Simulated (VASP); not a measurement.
Output of a VASP run:

### OSZICAR
```
       N       E                     dE             d eps       ncg     rms          rms(c)
DAV:   1     0.130963817680E+03    0.13096E+03   -0.86107E+03  1344   0.136E+03
DAV:   2    -0.821772871485E+01   -0.13918E+03   -0.13200E+03  1600   0.339E+02
DAV:   3    -0.145259329605E+02   -0.63082E+01   -0.62598E+01  1720   0.748E+01
DAV:   4    -0.147388785068E+02   -0.21295E+00   -0.21262E+00  1924   0.121E+01
DAV:   5    -0.147419155013E+02   -0.30370E-02   -0.30368E-02  1664   0.146E+00    0.870E+00
DAV:   6    -0.130131160419E+02    0.17288E+01   -0.91752E+00  1560   0.281E+01    0.371E+00
DAV:   7    -0.129645059932E+02    0.48610E-01   -0.75629E-01  1872   0.850E+00    0.175E+00
DAV:   8    -0.129612153339E+02    0.32907E-02   -0.82794E-02  1440   0.325E+00    0.443E-01
DAV:   9    -0.129587152492E+02    0.25001E-02   -0.25212E-02  1720   0.129E+00    0.131E-01
DAV:  10    -0.129590806992E+02   -0.36545E-03   -0.22112E-03  1440   0.473E-01    0.297E-02
DAV:  11    -0.129591170794E+02   -0.36380E-04   -0.42257E-04  1884   0.167E-01    0.317E-02
DAV:  12    -0.129591002242E+02    0.16855E-04   -0.70895E-05  1616   0.889E-02    0.459E-03
DAV:  13    -0.129591003500E+02   -0.12586E-06   -0.41041E-06  1740   0.201E-02    0.915E-04
DAV:  14    -0.129591002266E+02    0.12342E-06   -0.13978E-07  1432   0.447E-03    0.373E-04
DAV:  15    -0.129591002810E+02   -0.54350E-07   -0.36560E-08   812   0.233E-03
   1 F= -.12959100E+02 E0= -.12959100E+02  d E =0.000000E+00
```

### OUTCAR
```
------------------------ aborting loop because EDIFF is reached ----------------------------------------
  FORCE on cell =-STRESS in cart. coord.  units (eV):
  Direction    XX          YY          ZZ          XY          YZ          ZX
  --------------------------------------------------------------------------------------
  Total        0.0010311      0.0010311      0.0010311      0.0000000      0.0000000      0.0000000
  in kB        0.0586010      0.0586010      0.0586010      0.0000000      0.0000000      0.0000000
  external PRESSURE =       0.0586010 kB  Pullay stress =       0.0000000 kB
  volume of cell :       28.19
      direct lattice vectors                 reciprocal lattice vectors
     0.000000000  2.415600780  2.415600780    -0.206987845  0.206987845  0.206987845
     2.415600780  0.000000000  2.415600780     0.206987845 -0.206987845  0.206987845
     2.415600780  2.415600780  0.000000000     0.206987845  0.206987845 -0.206987845
  FREE ENERGIE OF THE ION-ELECTRON SYSTEM (eV)
  ---------------------------------------------------
  free  energy   TOTEN  =       -12.9591002810 eV

  energy  without entropy=      -12.9591002810  energy(sigma->0) =      -12.95910028

 total charge

# of ion       s       p       d       tot
------------------------------------------
    1        2.039   5.878   0.294   8.212
    2        1.546   3.447   0.000   4.993
--------------------------------------------------
tot          3.585   9.325   0.294  13.205
```
(Selected blocks of OUTCAR.)

### POSCAR
```
CaO
1
   -0.0000000000     2.4156007800     2.4156007800
    2.4156007800    -0.0000000000     2.4156007800
    2.4156007800     2.4156007800     0.0000000000
Ca O
1 1
Direct
  0.0000000000   0.0000000000   0.0000000000
  0.5000000000   0.5000000000   0.5000000000
```

### Question
Write an INCAR and KPOINTS that could have produced this output.

### Answer
This is not unique; one that fits is the input of the run itself, PW91 GGA, plane waves, VASP's PBE PAW potentials (set 64).

KPOINTS:
```
kpoints
0
G
  11 11 11
```

### INCAR
```
# general
SYSTEM = CaO
PREC   = Accurate
ENCUT  = 520
LREAL  = .FALSE.
LASPH  = .TRUE.

# electronic loop
EDIFF  = 1E-7
NELM   = 100
ALGO   = Normal

# smearing
ISMEAR = -5

# functional
GGA    = 91

# ions
ISIF   = 2

# output
LWAVE  = .FALSE.
LCHARG = .TRUE.
LORBIT = 11
NEDOS  = 601
```

POTCAR, in this order: Ca_sv O (PBE.64 set). Program: vasp_std.

The compound is CaO in the rock salt structure. It was relaxed first.
